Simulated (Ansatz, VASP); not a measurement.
**One calculation of NaLiAlCl4, two programs**

```
CELL_PARAMETERS angstrom
0.00000 5.30610 5.30610
5.30610 0.00000 5.30610
5.30610 5.30610 0.00000
ATOMIC_POSITIONS crystal
Na 0.00000 0.00000 0.00000
Li 0.75000 0.75000 0.75000
Al 0.50000 0.50000 0.50000
Cl 0.14539 0.61820 0.61820
Cl 0.61820 0.14539 0.61820
Cl 0.61820 0.61820 0.14539
Cl 0.61820 0.61820 0.61820
```

Alike in both runs: functional PBE; k mesh 6 × 6 × 6; occupations gaussian, width 0.1 eV; no spin polarisation.

Ansatz relaxed the structure, and its values are those at the end. VASP's run is a single point on that final structure, the one shown.

```csv
,VASP,Ansatz
version,VASP 6.6.1,Ansatz 0.2.0
potentials or method,"VASP PAW PBE potentials, release 64 (Na_pv, Li_sv, Al, Cl)","scalar-relativistic, plane waves, PAW"
plane-wave cutoff (eV),520,420
valence electrons in the cell,41,43
```

Ansatz gave:

| Quantity | Value |
| --- | --- |
| gap on the k mesh at the Fermi level (eV) | none |
| rms of the force components (eV/Å) | 0.000 |

**Question.** What did VASP give for the same quantities?

**Answer.** gap on the k mesh at the Fermi level (eV): none; rms of the force components (eV/Å): 0.013.

A gap of «none» marks a metal or a gap that the smearing closes. The functional is the same, so the differences come from potentials, cutoffs and numerics. The two sets of potentials don't hold the same shells in valence.

Caveats: an odd number of electrons without spin polarisation forces a metal; a magnetic or distorted state may lie lower.
